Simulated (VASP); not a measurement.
Method: PBEsol GGA, VASP's PBE PAW potentials (set 64) (plane waves; VASP).

Input for VASP

### POSCAR
```
TmPt3
1.0
  4.0400000000   0.0000000000   0.0000000000
  0.0000000000   4.0400000000   0.0000000000
  0.0000000000   0.0000000000   4.0400000000
Tm Pt
1 3
Cartesian
  0.0000000000   0.0000000000   0.0000000000
  0.0000000000   2.0200000000   2.0200000000
  2.0200000000   0.0000000000   2.0200000000
  2.0200000000   2.0200000000   0.0000000000
```

**KPOINTS**
```
Automatic
0
Gamma
6 6 6
0 0 0
```

### INCAR
```
SIGMA=0.05   # width (eV)
PREC=Accurate
EDIFF=1E-6   # SCF stop (eV)
LCHARG=F
ALGO=Normal   # blocked Davidson
LWAVE=F
GGA=PS   # PBEsol
LASPH=T   # aspherical one-centre terms
ISIF=2   # forces and stress, cell fixed
ISMEAR=-1
MAGMOM=2.0 3*0.0
LORBIT=11
SYSTEM=TmPt3
LREAL=F
ISPIN=2   # spin-polarised
LMAXMIX=6
ENCUT=300   # plane-wave cut-off (eV)
NELM=100   # most electronic steps
```

POTCAR, in this order: Tm Pt (PBE.64 set). Program: vasp_std.

Output

### OUTCAR
```
 ion  position               nearest neighbor table
   1  0.000  0.000  0.000-   2 2.86   3 2.86   4 2.86   2 2.86   3 2.86   2 2.86   4 2.86   2 2.86
                             3 2.86   4 2.86   3 2.86   4 2.86
   2  0.000  0.500  0.500-   1 2.86   3 2.86   4 2.86   1 2.86   4 2.86   1 2.86   3 2.86   1 2.86
                             3 2.86   4 2.86   4 2.86   3 2.86
   3  0.500  0.000  0.500-   1 2.86   2 2.86   4 2.86   1 2.86   4 2.86   2 2.86   4 2.86   4 2.86
                             1 2.86   2 2.86   1 2.86   2 2.86
   4  0.500  0.500  0.000-   1 2.86   2 2.86   3 2.86   2 2.86   3 2.86   1 2.86   3 2.86   3 2.86
                             1 2.86   2 2.86   2 2.86   1 2.86
  LATTYP: Found a simple cubic cell.
 ALAT       =     4.0400000000
 Subroutine PRICEL returns:
 Original cell was already a primitive cell.
 Subroutine GETGRP returns: Found 48 space group operations
The static configuration has the point symmetry O_h .
The dynamic configuration has the point symmetry O_h .
The overall configuration has the point symmetry O_h .
 Subroutine INISYM returns: Found 48 space group operations
 Subroutine IBZKPT returns following result:
 Found     20 irreducible k-points:

 Following reciprocal coordinates:
            Coordinates               Weight
  0.000000  0.000000  0.000000      1.000000
  0.166667  0.000000  0.000000      6.000000
  0.333333  0.000000  0.000000      6.000000
  0.500000  0.000000  0.000000      3.000000
  0.166667  0.166667  0.000000     12.000000
  0.333333  0.166667  0.000000     24.000000
  0.500000  0.166667  0.000000     12.000000
  0.333333  0.333333  0.000000     12.000000
  0.500000  0.333333  0.000000     12.000000
  0.500000  0.500000  0.000000      3.000000
  0.166667  0.166667  0.166667      8.000000
  0.333333  0.166667  0.166667     24.000000
  0.500000  0.166667  0.166667     12.000000
  0.333333  0.333333  0.166667     24.000000
  0.500000  0.333333  0.166667     24.000000
  0.500000  0.500000  0.166667      6.000000
  0.333333  0.333333  0.333333      8.000000
  0.500000  0.333333  0.333333     12.000000
  0.500000  0.500000  0.333333      6.000000
  0.500000  0.500000  0.500000      1.000000
   k-points           NKPTS =     20   k-points in BZ     NKDIM =     20   number of bands    NBANDS=     32
   number of dos      NEDOS =    301   number of ions     NIONS =      4
   total plane-waves  NPLWV =  13824
   dimension x,y,z NGX =    24 NGY =   24 NGZ =   24
   dimension x,y,z NGXF=    48 NGYF=   48 NGZF=   48
   ions per type =               1   3
   PREC   = accura    normal or accurate (medium, high low for compatibility)
   ISTART =      0    job   : 0-new  1-cont  2-samecut
   ICHARG =      2    charge: 1-file 2-atom 10-const
   ISPIN  =      2    spin polarized calculation?
   LNONCOLLINEAR =      F non collinear calculations
   LSORBIT =      F    spin-orbit coupling
   INIWAV =      1    electr: 0-lowe 1-rand  2-diag
   ENCUT  =  300.0 eV  22.05 Ry    4.70 a.u.   5.71  5.71  5.71*2*pi/ulx,y,z
   NELM   =    100;   NELMIN=  2; NELMDL= -5     # of ELM steps
   EDIFF  = 0.1E-05   stopping-criterion for ELM
   LREAL  =      F    real-space projection
   NLSPLINE    = F    spline interpolate recip. space projectors
   LMAXMIX     =    6 max onsite mixed and CHGCAR
   VOSKOWN=      0    Vosko Wilk Nusair interpolation
   EDIFFG = 0.1E-04   stopping-criterion for IOM
   NSW    =      0    number of steps for IOM
   NBLOCK =      1;   KBLOCK =      1    inner block; outer block
   IBRION =     -1    ionic relax: 0-MD 1-quasi-New 2-CG
   NFREE  =      0    steps in history (QN), initial steepest desc. (CG)
   ISIF   =      2    stress and relaxation
   ISYM   =      2    0-nonsym 1-usesym 2-fastsym
   TEIN   =    0.0    initial temperature
   TEBEG  =    0.0;   TEEND  =   0.0 temperature during run
   SMASS  =  -3.00    Nose mass-parameter (am)
   PSTRESS=    0.0 pullay stress
   NELECT =      53.0000    total number of electrons
...
```

### OSZICAR
```
       N       E                     dE             d eps       ncg     rms          rms(c)
DAV:   1     0.280210668495E+03    0.28021E+03   -0.16591E+04  3688   0.346E+03
DAV:   2     0.466077394651E+01   -0.27555E+03   -0.26150E+03  3272   0.529E+02
DAV:   3    -0.262857070239E+02   -0.30946E+02   -0.29593E+02  2920   0.117E+02
DAV:   4    -0.308289154224E+02   -0.45432E+01   -0.44630E+01  4760   0.376E+01
DAV:   5    -0.310585609177E+02   -0.22965E+00   -0.22756E+00  3984   0.971E+00    0.590E+01
DAV:   6    -0.453614435414E+02   -0.14303E+02   -0.10250E+02  3896   0.182E+02    0.902E+01
DAV:   7    -0.308349835627E+02    0.14526E+02   -0.44897E+01  3344   0.104E+02    0.550E+01
DAV:   8    -0.286976384526E+02    0.21373E+01   -0.40399E+00  3224   0.118E+02    0.222E+01
DAV:   9    -0.293619991378E+02   -0.66436E+00   -0.13296E+00  3504   0.117E+01    0.206E+01
DAV:  10    -0.286634479582E+02    0.69855E+00   -0.37983E-01  3944   0.169E+01    0.152E+01
DAV:  11    -0.288116209553E+02   -0.14817E+00   -0.19716E+00  3544   0.316E+01    0.134E+01
DAV:  12    -0.287351535642E+02    0.76467E-01   -0.11588E-01  4152   0.790E+00    0.126E+01
DAV:  13    -0.286508998645E+02    0.84254E-01   -0.40730E-02  4536   0.376E+00    0.101E+01
DAV:  14    -0.285577532090E+02    0.93147E-01   -0.22678E-01  4064   0.510E+00    0.407E+00
DAV:  15    -0.286014150835E+02   -0.43662E-01   -0.66641E-02  3840   0.537E+00    0.595E+00
DAV:  16    -0.285470279831E+02    0.54387E-01   -0.14316E-01  3408   0.117E+01    0.219E+00
DAV:  17    -0.285654017209E+02   -0.18374E-01   -0.31694E-02  4048   0.203E+00    0.345E+00
DAV:  18    -0.285650374317E+02    0.36429E-03   -0.20072E-03  3776   0.558E-01    0.331E+00
DAV:  19    -0.285645761822E+02    0.46125E-03   -0.22948E-04  4088   0.113E-01    0.327E+00
DAV:  20    -0.285540340391E+02    0.10542E-01   -0.13881E-02  3640   0.282E+00    0.138E+00
DAV:  21    -0.285542721885E+02   -0.23815E-03   -0.25589E-03  4264   0.107E+00    0.669E-01
DAV:  22    -0.285545962632E+02   -0.32407E-03   -0.91496E-04  4504   0.859E-01    0.313E-01
DAV:  23    -0.285547618377E+02   -0.16557E-03   -0.83750E-04  4208   0.718E-01    0.494E-01
DAV:  24    -0.285546782455E+02    0.83592E-04   -0.12428E-04  4272   0.189E-01    0.316E-01
DAV:  25    -0.285546892892E+02   -0.11044E-04   -0.19043E-05  3392   0.330E-02    0.282E-01
DAV:  26    -0.285546578946E+02    0.31395E-04   -0.61380E-05  3864   0.225E-01    0.123E-01
DAV:  27    -0.285546586867E+02   -0.79209E-06   -0.16605E-05  4296   0.906E-02    0.572E-02
DAV:  28    -0.285546604759E+02   -0.17892E-05   -0.69859E-06  2504   0.790E-02    0.327E-02
DAV:  29    -0.285546602647E+02    0.21125E-06   -0.82450E-06  2784   0.310E-02
   1 F= -.28554660E+02 E0= -.28503073E+02  d E =-.103174E+00  mag=     1.9890
```

File OUTCAR:
```
------------------------ aborting loop because EDIFF is reached ----------------------------------------
  FORCE on cell =-STRESS in cart. coord.  units (eV):
  Direction    XX          YY          ZZ          XY          YZ          ZX
  --------------------------------------------------------------------------------------
  Total       -0.2335817     -0.2335817     -0.2335817     -0.0000000     -0.0000000      0.0000000
  in kB       -5.6755149     -5.6755149     -5.6755149     -0.0000000     -0.0000000      0.0000000
  external PRESSURE =      -5.6755149 kB  Pullay stress =       0.0000000 kB
  volume of cell :       65.94
      direct lattice vectors                 reciprocal lattice vectors
     4.040000000  0.000000000  0.000000000     0.247524752  0.000000000  0.000000000
     0.000000000  4.040000000  0.000000000     0.000000000  0.247524752  0.000000000
     0.000000000  0.000000000  4.040000000     0.000000000  0.000000000  0.247524752
 POSITION                                       TOTAL-FORCE (eV/Angst)
 -----------------------------------------------------------------------------------
      0.00000      0.00000      0.00000         0.000000      0.000000      0.000000
      0.00000      2.02000      2.02000         0.000000      0.000000      0.000000
      2.02000      0.00000      2.02000         0.000000      0.000000      0.000000
      2.02000      2.02000      0.00000         0.000000      0.000000      0.000000
 -----------------------------------------------------------------------------------
    total drift:                                0.000000     -0.000000     -0.000000
  FREE ENERGIE OF THE ION-ELECTRON SYSTEM (eV)
  ---------------------------------------------------
  free  energy   TOTEN  =       -28.5546602647 eV

  energy  without entropy=      -28.4514861716  energy(sigma->0) =      -28.50307322

 total charge

# of ion       s       p       d       f       tot
--------------------------------------------------
    1        2.188   6.052   0.648  12.312  21.200
    2        0.686   0.529   8.070   0.000   9.285
    3        0.686   0.529   8.070   0.000   9.285
    4        0.686   0.529   8.070   0.000   9.285
--------------------------------------------------
tot          4.246   7.639  24.859  12.312  49.055

 magnetization (x)

# of ion       s       p       d       f       tot
--------------------------------------------------
    1        0.004  -0.012   0.012   1.653   1.656
    2        0.001   0.004   0.097   0.000   0.103
    3        0.001   0.004   0.097   0.000   0.103
    4        0.001   0.004   0.097   0.000   0.103
--------------------------------------------------
tot          0.008  -0.001   0.304   1.653   1.964
```
(Selected blocks of OUTCAR.)

At this cut-off the stress carries a Pulay error, which pulls relaxed volumes low.

The structure comes from a measured TmPt3 entry of the Crystallography Open Database, whose conditions weren't checked. The cell was not relaxed at this level.
